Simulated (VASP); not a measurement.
All values below come from PBE GGA, VASP's PBE PAW potentials (set 64) (plane waves; VASP).

A VASP calculation is set up with these files.

KPOINTS:
```
Automatic mesh
0
Gamma
1 1 1
0 0 0
```

**INCAR**
```
# general
SYSTEM  = Ga35GeN36
PREC    = Normal
ENCUT   = 400   # plane-wave cut-off (eV)
LREAL   = Auto   # projection in real space or not
LASPH   = .TRUE.   # aspherical one-centre terms
ISYM    = 0

# electronic loop
EDIFF   = 1E-5   # SCF stop (eV)
NELM    = 100   # most electronic steps
NELMIN  = 4
ALGO    = Fast   # Davidson, then RMM-DIIS
LMAXMIX = 4

# smearing
ISMEAR  = 0   # Gaussian
SIGMA   = 0.05

# functional
GGA     = PE   # PBE

# spin
ISPIN   = 2   # spin-polarised
MAGMOM  = 72*0.0139
NUPDOWN = 1

# ions
IBRION  = 2
NSW     = 60   # most ionic steps
ISIF    = 2   # forces and stress, cell fixed
EDIFFG  = -0.03   # ionic stop

# output
LWAVE   = .TRUE.
LCHARG  = .FALSE.
LORBIT  = 10
```

File POSCAR:
```
Ga35GeN36
1
    4.8683178924    -8.4321738171     0.0000000000
    4.8683178924     8.4321738171     0.0000000000
    0.0000000000     0.0000000000    10.5562839808
Ga N Ge
35 36 1
Direct
  0.2222220000   0.1111110000   0.2500000000
  0.1111110000   0.2222220000   0.0000000000
  0.2222220000   0.1111110000   0.7500000000
  0.1075820000   0.2211740000   0.4992540000
  0.2161800000   0.4414330000   0.2457970000
  0.1111110000   0.5555560000   0.0000000000
  0.2260990000   0.4435850000   0.7485860000
  0.1102450000   0.5540330000   0.5045960000
  0.2222220000   0.7777780000   0.2500000000
  0.1111110000   0.8888890000   0.0000000000
  0.2222220000   0.7777780000   0.7500000000
  0.1111110000   0.8888890000   0.5000000000
  0.5555560000   0.1111110000   0.2500000000
  0.4444440000   0.2222220000   0.0000000000
  0.5555560000   0.1111110000   0.7500000000
  0.4461440000   0.2185300000   0.4976840000
  0.5575120000   0.4476160000   0.2539430000
  0.4444440000   0.5555560000   0.0000000000
  0.5498240000   0.4400290000   0.7534860000
  0.5602940000   0.7819460000   0.2489580000
  0.4444440000   0.8888890000   0.0000000000
  0.5493940000   0.7740510000   0.7528080000
  0.4446970000   0.8860930000   0.4977150000
  0.8888890000   0.1111110000   0.2500000000
  0.7777780000   0.2222220000   0.0000000000
  0.8888890000   0.1111110000   0.7500000000
  0.7777780000   0.2222220000   0.5000000000
  0.8888890000   0.4444440000   0.2500000000
  0.7777780000   0.5555560000   0.0000000000
  0.8888890000   0.4444440000   0.7500000000
  0.7758290000   0.5530480000   0.4974090000
  0.8888890000   0.7777780000   0.2500000000
  0.7777780000   0.8888890000   0.0000000000
  0.8888890000   0.7777780000   0.7500000000
  0.7772860000   0.8904000000   0.5000870000
  0.2222220000   0.1111110000   0.4385000000
  0.1111110000   0.2222220000   0.1885000000
  0.2222220000   0.1111110000   0.9385000000
  0.1111110000   0.2222220000   0.6885000000
  0.2230530000   0.4445900000   0.4340300000
  0.1111110000   0.5555560000   0.1885000000
  0.2222220000   0.4444440000   0.9385000000
  0.1111110000   0.5555560000   0.6885000000
  0.2222220000   0.7777780000   0.4385000000
  0.1111110000   0.8888890000   0.1885000000
  0.2222220000   0.7777780000   0.9385000000
  0.1111110000   0.8888890000   0.6885000000
  0.5555560000   0.1111110000   0.4385000000
  0.4444440000   0.2222220000   0.1885000000
  0.5555560000   0.1111110000   0.9385000000
  0.4444440000   0.2222220000   0.6885000000
  0.5519610000   0.4441200000   0.4357410000
  0.4444440000   0.5555560000   0.1885000000
  0.5555560000   0.4444440000   0.9385000000
  0.4470490000   0.5578830000   0.6904340000
  0.5553230000   0.7724720000   0.4391340000
  0.4444440000   0.8888890000   0.1885000000
  0.5555560000   0.7777780000   0.9385000000
  0.4444440000   0.8888890000   0.6885000000
  0.8888890000   0.1111110000   0.4385000000
  0.7777780000   0.2222220000   0.1885000000
  0.8888890000   0.1111110000   0.9385000000
  0.7777780000   0.2222220000   0.6885000000
  0.8888890000   0.4444440000   0.4385000000
  0.7777780000   0.5555560000   0.1885000000
  0.8888890000   0.4444440000   0.9385000000
  0.7777780000   0.5555560000   0.6885000000
  0.8888890000   0.7777780000   0.4385000000
  0.7777780000   0.8888890000   0.1885000000
  0.8888890000   0.7777780000   0.9385000000
  0.7777780000   0.8888890000   0.6885000000
  0.4397140000   0.5552520000   0.4992920000
```

POTCAR, in this order: Ga N Ge (PBE.64 set). Program: vasp_gam.

What VASP printed:

**OSZICAR**
```
...
RMM:  15    -0.433172263233E+03    0.24013E-04   -0.37694E-04   751   0.381E-02    0.196E-02
RMM:  16    -0.433172283321E+03   -0.20088E-04   -0.27933E-04   720   0.296E-02    0.201E-02
RMM:  17    -0.433172275742E+03    0.75790E-05   -0.43968E-05   557   0.131E-02
   1 F= -.43317228E+03 E0= -.43317228E+03  d E =-.433172E+03  mag=     1.0000
       N       E                     dE             d eps       ncg     rms          rms(c)
DAV:   1    -0.433471677134E+03   -0.29939E+00   -0.11215E+02   768   0.257E+01    0.262E+00
RMM:   2    -0.433649353119E+03   -0.17768E+00   -0.27479E+00   728   0.356E+00    0.123E+00
RMM:   3    -0.433641157640E+03    0.81955E-02   -0.36552E-01   764   0.126E+00    0.770E-01
RMM:   4    -0.433632435736E+03    0.87219E-02   -0.87736E-02   736   0.579E-01    0.334E-01
RMM:   5    -0.433634266770E+03   -0.18310E-02   -0.27289E-02   843   0.282E-01    0.195E-01
RMM:   6    -0.433634274087E+03   -0.73169E-05   -0.36488E-03   741   0.121E-01    0.106E-01
RMM:   7    -0.433634382140E+03   -0.10805E-03   -0.10803E-03   822   0.599E-02    0.477E-02
RMM:   8    -0.433634355697E+03    0.26443E-04   -0.29212E-04   731   0.329E-02    0.245E-02
RMM:   9    -0.433634369793E+03   -0.14095E-04   -0.13404E-04   772   0.198E-02    0.155E-02
RMM:  10    -0.433634364757E+03    0.50359E-05   -0.23053E-05   472   0.947E-03
   2 F= -.43363436E+03 E0= -.43363436E+03  d E =-.462089E+00  mag=     1.0000
       N       E                     dE             d eps       ncg     rms          rms(c)
DAV:   1    -0.433695645767E+03   -0.61276E-01   -0.80007E+00   800   0.689E+00    0.686E-01
RMM:   2    -0.433706252833E+03   -0.10607E-01   -0.18991E-01   728   0.935E-01    0.322E-01
RMM:   3    -0.433705619510E+03    0.63332E-03   -0.26940E-02   773   0.331E-01    0.209E-01
RMM:   4    -0.433704805839E+03    0.81367E-03   -0.66320E-03   729   0.159E-01    0.705E-02
RMM:   5    -0.433704892815E+03   -0.86976E-04   -0.17813E-03   839   0.736E-02    0.422E-02
RMM:   6    -0.433704887019E+03    0.57965E-05   -0.41014E-04   730   0.366E-02    0.257E-02
RMM:   7    -0.433704885448E+03    0.15701E-05   -0.62086E-05   625   0.161E-02
   3 F= -.43370489E+03 E0= -.43370489E+03  d E =-.532610E+00  mag=     1.0000
       N       E                     dE             d eps       ncg     rms          rms(c)
DAV:   1    -0.433738738722E+03   -0.33852E-01   -0.10735E+01   740   0.819E+00    0.635E-01
RMM:   2    -0.433753386465E+03   -0.14648E-01   -0.20192E-01   729   0.942E-01    0.288E-01
RMM:   3    -0.433753717626E+03   -0.33116E-03   -0.27079E-02   752   0.341E-01    0.196E-01
RMM:   4    -0.433753012336E+03    0.70529E-03   -0.65964E-03   731   0.165E-01    0.661E-02
RMM:   5    -0.433753130687E+03   -0.11835E-03   -0.15703E-03   834   0.748E-02    0.375E-02
RMM:   6    -0.433753134934E+03   -0.42468E-05   -0.21255E-04   748   0.304E-02    0.214E-02
RMM:   7    -0.433753138080E+03   -0.31459E-05   -0.48203E-05   562   0.139E-02
   4 F= -.43375314E+03 E0= -.43375314E+03  d E =-.482526E-01  mag=     1.0000
       N       E                     dE             d eps       ncg     rms          rms(c)
DAV:   1    -0.433753148304E+03   -0.13370E-04   -0.35152E-03   816   0.148E-01    0.128E-02
RMM:   2    -0.433753154210E+03   -0.59055E-05   -0.70324E-05   584   0.177E-02    0.555E-03
RMM:   3    -0.433753154946E+03   -0.73615E-06   -0.11007E-05   451   0.702E-03    0.386E-03
RMM:   4    -0.433753154949E+03   -0.32742E-08   -0.24317E-06   420   0.326E-03
   5 F= -.43375315E+03 E0= -.43375315E+03  d E =-.482695E-01  mag=     1.0000
       N       E                     dE             d eps       ncg     rms          rms(c)
DAV:   1    -0.433762781669E+03   -0.96267E-02   -0.22830E+00   752   0.384E+00    0.260E-01
RMM:   2    -0.433765653382E+03   -0.28717E-02   -0.39674E-02   728   0.427E-01    0.117E-01
RMM:   3    -0.433765957135E+03   -0.30375E-03   -0.65425E-03   795   0.162E-01    0.910E-02
RMM:   4    -0.433765769021E+03    0.18811E-03   -0.11894E-03   731   0.747E-02    0.270E-02
RMM:   5    -0.433765778801E+03   -0.97809E-05   -0.26018E-04   805   0.336E-02    0.171E-02
RMM:   6    -0.433765779129E+03   -0.32801E-06   -0.10375E-04   697   0.181E-02    0.112E-02
RMM:   7    -0.433765778193E+03    0.93682E-06   -0.12465E-05   440   0.800E-03
   6 F= -.43376578E+03 E0= -.43376578E+03  d E =-.126232E-01  mag=     1.0000
       N       E                     dE             d eps       ncg     rms          rms(c)
DAV:   1    -0.433766503076E+03   -0.72395E-03   -0.44520E-01   816   0.169E+00    0.115E-01
RMM:   2    -0.433767060141E+03   -0.55707E-03   -0.77137E-03   728   0.188E-01    0.513E-02
RMM:   3    -0.433767124953E+03   -0.64811E-04   -0.13049E-03   800   0.719E-02    0.401E-02
RMM:   4    -0.433767090098E+03    0.34855E-04   -0.22770E-04   734   0.327E-02    0.123E-02
RMM:   5    -0.433767091523E+03   -0.14248E-05   -0.48060E-05   570   0.149E-02
   7 F= -.43376709E+03 E0= -.43376709E+03  d E =-.139366E-01  mag=     1.0000
       N       E                     dE             d eps       ncg     rms          rms(c)
DAV:   1    -0.433770663062E+03   -0.35730E-02   -0.11173E+00   752   0.269E+00    0.189E-01
RMM:   2    -0.433772014314E+03   -0.13513E-02   -0.18746E-02   728   0.301E-01    0.861E-02
RMM:   3    -0.433772133451E+03   -0.11914E-03   -0.30906E-03   788   0.114E-01    0.626E-02
RMM:   4    -0.433772049890E+03    0.83561E-04   -0.55731E-04   735   0.510E-02    0.192E-02
RMM:   5    -0.433772057903E+03   -0.80127E-05   -0.15275E-04   789   0.239E-02    0.104E-02
RMM:   6    -0.433772058295E+03   -0.39214E-06   -0.31238E-05   505   0.111E-02
   8 F= -.43377206E+03 E0= -.43377206E+03  d E =-.496677E-02  mag=     1.0000
       N       E                     dE             d eps       ncg     rms          rms(c)
DAV:   1    -0.433772046861E+03    0.11042E-04   -0.29063E-02   864   0.434E-01    0.309E-02
RMM:   2    -0.433772083526E+03   -0.36665E-04   -0.48699E-04   728   0.485E-02    0.143E-02
RMM:   3    -0.433772087332E+03   -0.38057E-05   -0.83352E-05   621   0.186E-02    0.102E-02
RMM:   4    -0.433772085542E+03    0.17902E-05   -0.14776E-05   440   0.843E-03
   9 F= -.43377209E+03 E0= -.43377209E+03  d E =-.499402E-02  mag=     1.0000
       N       E                     dE             d eps       ncg     rms          rms(c)
DAV:   1    -0.433773017255E+03   -0.92992E-03   -0.49242E-01   752   0.177E+00    0.128E-01
RMM:   2    -0.433773654730E+03   -0.63747E-03   -0.86535E-03   728   0.206E-01    0.610E-02
RMM:   3    -0.433773730867E+03   -0.76137E-04   -0.14992E-03   805   0.776E-02    0.456E-02
RMM:   4    -0.433773689627E+03    0.41240E-04   -0.27337E-04   733   0.359E-02    0.147E-02
RMM:   5    -0.433773689945E+03   -0.31833E-06   -0.52583E-05   608   0.157E-02
  10 F= -.43377369E+03 E0= -.43377369E+03  d E =-.160440E-02  mag=     1.0000
       N       E                     dE             d eps       ncg     rms          rms(c)
DAV:   1    -0.433773692751E+03   -0.31243E-05   -0.25973E-03   864   0.129E-01    0.958E-03
RMM:   2    -0.433773694654E+03   -0.19029E-05   -0.36755E-05   523   0.133E-02    0.437E-03
RMM:   3    -0.433773694667E+03   -0.12904E-07   -0.50426E-06   432   0.504E-03    0.264E-03
RMM:   4    -0.433773694559E+03    0.10797E-06   -0.90389E-07   300   0.222E-03
  11 F= -.43377369E+03 E0= -.43377369E+03  d E =-.160902E-02  mag=     1.0000
       N       E                     dE             d eps       ncg     rms          rms(c)
DAV:   1    -0.433774185924E+03   -0.49126E-03   -0.13540E-01   752   0.945E-01    0.719E-02
RMM:   2    -0.433774359493E+03   -0.17357E-03   -0.24801E-03   728   0.111E-01    0.335E-02
RMM:   3    -0.433774371851E+03   -0.12359E-04   -0.40092E-04   786   0.414E-02    0.234E-02
RMM:   4    -0.433774360693E+03    0.11159E-04   -0.76214E-05   717   0.189E-02    0.724E-03
RMM:   5    -0.433774361318E+03   -0.62546E-06   -0.15965E-05   444   0.869E-03
  12 F= -.43377436E+03 E0= -.43377436E+03  d E =-.666759E-03  mag=     1.0000
```

### OUTCAR
```
------------------------ aborting loop because EDIFF is reached ----------------------------------------
  FORCE on cell =-STRESS in cart. coord.  units (eV):
  Direction    XX          YY          ZZ          XY          YZ          ZX
  --------------------------------------------------------------------------------------
  Total       -5.1748990     -4.8517447    -13.0625001     -0.0087040     -0.0146257     -0.0201919
  in kB       -9.5664965     -8.9691024    -24.1477877     -0.0160905     -0.0270377     -0.0373274
  external PRESSURE =     -14.2277955 kB  Pullay stress =       0.0000000 kB
  volume of cell :      866.68
      direct lattice vectors                 reciprocal lattice vectors
     4.868317892 -8.432173817  0.000000000     0.102704879 -0.059296690  0.000000000
     4.868317892  8.432173817  0.000000000     0.102704879  0.059296690  0.000000000
     0.000000000  0.000000000 10.556283981     0.000000000  0.000000000  0.094730305
  FREE ENERGIE OF THE ION-ELECTRON SYSTEM (eV)
  ---------------------------------------------------
  free  energy   TOTEN  =      -433.7743613182 eV

  energy  without entropy=     -433.7743613182  energy(sigma->0) =     -433.77436132

 total charge

# of ion       s       p       d       tot
------------------------------------------
    1        0.992   1.344   0.358   2.694
    2        0.992   1.337   0.355   2.684
    3        0.993   1.343   0.357   2.693
    4        0.992   1.325   0.349   2.666
    5        0.992   1.337   0.354   2.683
    6        0.992   1.337   0.355   2.684
    7        0.994   1.333   0.352   2.679
    8        0.992   1.325   0.349   2.666
    9        0.992   1.344   0.358   2.694
   10        0.992   1.344   0.358   2.695
   11        0.993   1.343   0.357   2.693
   12        0.993   1.345   0.357   2.695
   13        0.992   1.344   0.358   2.693
   14        0.992   1.337   0.355   2.684
   15        0.993   1.342   0.357   2.692
   16        0.992   1.325   0.350   2.667
   17        0.992   1.337   0.354   2.683
   18        0.994   1.350   0.360   2.705
   19        0.994   1.333   0.352   2.679
   20        0.992   1.337   0.354   2.683
   21        0.992   1.337   0.355   2.684
   22        0.994   1.333   0.352   2.678
   23        0.992   1.325   0.349   2.666
   24        0.992   1.344   0.358   2.694
   25        0.992   1.343   0.357   2.693
   26        0.993   1.343   0.357   2.692
   27        0.993   1.343   0.357   2.693
   28        0.992   1.344   0.358   2.694
   29        0.992   1.337   0.355   2.684
   30        0.993   1.343   0.357   2.693
   31        0.992   1.325   0.350   2.667
   32        0.992   1.344   0.358   2.694
   33        0.992   1.337   0.355   2.685
   34        0.993   1.343   0.357   2.693
   35        0.992   1.325   0.349   2.667
   36        1.238   2.448   0.000   3.686
   37        1.237   2.445   0.000   3.683
   38        1.237   2.448   0.000   3.685
   39        1.238   2.448   0.000   3.685
   40        1.245   2.435   0.000   3.680
   41        1.237   2.446   0.000   3.683
   42        1.237   2.445   0.000   3.683
   43        1.238   2.448   0.000   3.686
   44        1.238   2.448   0.000   3.686
   45        1.237   2.448   0.000   3.685
   46        1.237   2.448   0.000   3.686
   47        1.237   2.446   0.000   3.684
   48        1.239   2.442   0.000   3.681
   49        1.237   2.446   0.000   3.683
   50        1.237   2.447   0.000   3.684
   51        1.238   2.448   0.000   3.686
   52        1.245   2.435   0.000   3.680
   53        1.237   2.453   0.000   3.690
   54        1.237   2.445   0.000   3.683
   55        1.244   2.438   0.000   3.682
   56        1.245   2.435   0.000   3.680
   57        1.237   2.445   0.000   3.683
   58        1.237   2.445   0.000   3.683
   59        1.238   2.448   0.000   3.686
   60        1.239   2.442   0.000   3.681
   61        1.237   2.449   0.000   3.686
   62        1.237   2.447   0.000   3.684
   63        1.237   2.447   0.000   3.684
   64        1.239   2.442   0.000   3.681
   65        1.237   2.446   0.000   3.683
   66        1.237   2.448   0.000   3.685
   67        1.238   2.448   0.000   3.686
   68        1.238   2.448   0.000   3.686
   69        1.237   2.446   0.000   3.683
   70        1.237   2.448   0.000   3.685
   71        1.238   2.448   0.000   3.686
   72        1.016   1.228   0.266   2.510
--------------------------------------------------
tot         80.339 136.093  12.690 229.122

 magnetization (x)

# of ion       s       p       d       tot
------------------------------------------
    1        0.007  -0.000  -0.000   0.006
    2        0.008   0.000  -0.000   0.007
    3        0.007  -0.000  -0.000   0.007
    4        0.009   0.000  -0.000   0.009
    5        0.007   0.000  -0.000   0.007
    6        0.008   0.000  -0.000   0.007
    7        0.008   0.000  -0.000   0.008
    8        0.009   0.000  -0.000   0.009
    9        0.007  -0.000  -0.000   0.006
...
```
(Selected blocks of OUTCAR.)

### CONTCAR
```
Ga35GeN36
   1.00000000000000
     4.8683178924000003   -8.4321738171000007    0.0000000000000000
     4.8683178924000003    8.4321738171000007    0.0000000000000000
     0.0000000000000000    0.0000000000000000   10.5562839808000000
  Ga              N               Ge
    35    36     1
Direct
     0.2220346369117174    0.1108332493613904    0.2494600670600191
     0.1111249565451541    0.2220359670176065    0.9997435065890312
     0.2216625011957862    0.1101904969557924    0.7507143517244260
     0.1101404887116479    0.2195225287771602    0.5007472135676247
     0.2225517311066177    0.4447428131988229    0.2481712158117313
     0.1110565884621614    0.5556431301847006    0.9997867358637349
     0.2195475804971907    0.4428455597729238    0.7499190118841418
     0.1100427608330233    0.5569705132022356    0.5010481122772239
     0.2220385845270179    0.7777373187707033    0.2496206348492027
     0.1109957877058381    0.8887167205742738    0.9999387253852107
     0.2218835219003535    0.7777316420265731    0.7508035730305606
     0.1107911652456523    0.8884688294296818    0.5001253995502515
     0.5560101104383496    0.1113482818973530    0.2495278996036032
     0.4442396382752792    0.2221418060492891    0.9998563098690125
     0.5556176023263423    0.1109135371255050    0.7506748220774582
     0.4422716423100431    0.2191796231011735    0.5009555979867051
     0.5550157272590435    0.4446096773889419    0.2482354112434401
     0.4443763972408703    0.5554732399906316    0.9993769754380311
     0.5561409132754136    0.4427741104197827    0.7498005094369379
     0.5552709046634743    0.7770942217046216    0.2481940069023893
     0.4442330232243286    0.8887363135094757    0.9999511292311781
     0.5562701892076376    0.7796251232157785    0.7498895163166920
     0.4426174608165422    0.8889072420739101    0.5008562385696550
     0.8885292197208162    0.1112021144851627    0.2494513242089513
     0.7777663088341348    0.2222406224033878    0.9997052786642825
     0.8885832262106673    0.1110351684714667    0.7506221622908672
     0.7775884867413392    0.2220047567904974    0.5006560092523181
     0.8884632150591675    0.4440865454777079    0.2494812696741777
     0.7776491436707796    0.5555210846383112    0.9999219906466682
     0.8884696205526493    0.4440295529750116    0.7507154335095821
     0.7793488662861551    0.5567824977713448    0.5009540047598529
     0.8891722016886656    0.7779464794187103    0.2496937013743385
     0.7776923889448938    0.8887001876070109    0.9997775535755844
     0.8888614474319070    0.7775307297535555    0.7508191863590902
     0.7794571380731951    0.8888605534250168    0.5011669570794831
     0.2217855192654729    0.1105270028556206    0.4379887024866398
     0.1112416715522672    0.2227258011878138    0.1889037384322288
     0.2221924470058149    0.1110492075017289    0.9386231282737884
     0.1109233006576352    0.2216966656018823    0.6882230802623645
     0.2289751138972273    0.4477509298111707    0.4403161498582751
     0.1111155211521907    0.5552105481582895    0.1888880279173803
     0.2226515515667401    0.4445970892401094    0.9373554388750148
     0.1108534462016590    0.5553942617727358    0.6885203955955019
     0.2219255406399346    0.7774308939846958    0.4381562755774154
     0.1111434041079345    0.8888224583923559    0.1883397903625342
     0.2222590594224357    0.7776690386537896    0.9386730784922027
     0.1106668760440596    0.8883506696734472    0.6883571861714521
     0.5555840109122542    0.1107587178337754    0.4381755084894618
     0.4446882477127208    0.2227430215715377    0.1889437319288060
     0.5553061642600201    0.1109484846935332    0.9387035767439138
     0.4439230086614522    0.2215559179808637    0.6883700380953599
     0.5513190232129255    0.4473454459002824    0.4403423428345484
     0.4442071305991043    0.5554763958721881    0.1877616266180788
     0.5550936785018497    0.4446156101252082    0.9372513157492538
     0.4439381223748569    0.5550003503090128    0.6816839401995768
     0.5515177031586502    0.7697613709752706    0.4402720315456382
     0.4447501565860074    0.8886097649661874    0.1890255406355709
     0.5551024504666557    0.7770691260791294    0.9373668696998818
     0.4440889785951631    0.8885229064472830    0.6883181643003019
     0.8883280982518268    0.1106446842538845    0.4381434701212159
     0.7778086113053794    0.2222708248758248    0.1881728756999459
     0.8889336804321496    0.1109587111754830    0.9385538223682924
     0.7775721460433882    0.2220080253997154    0.6886364275775396
     0.8882849807876900    0.4439335609014334    0.4381811905546366
     0.7770363771781489    0.5553889828983758    0.1890336357374959
     0.8888473065569019    0.4446314520067230    0.9386450638626112
     0.7774008279168855    0.5553431616778924    0.6883910709504116
     0.8885413399649247    0.7774246829342295    0.4382270332444894
     0.7772208056337756    0.8885538460758416    0.1888458287439697
     0.8886481043430130    0.7776146189076297    0.9387674831198756
     0.7774619480353993    0.8884857718559336    0.6885615032869561
     0.4437784711016159    0.5547387584836118    0.4998730799238510
```

At this cut-off the stress carries a Pulay error, which pulls relaxed volumes low. The supercell is sampled at Γ alone, which is coarse: total energies, pressure and levels can be off, energies of defects by several tenths of an eV.

The cell is a supercell with a defect, built from GaN (wurtzite): Ge_Ga.
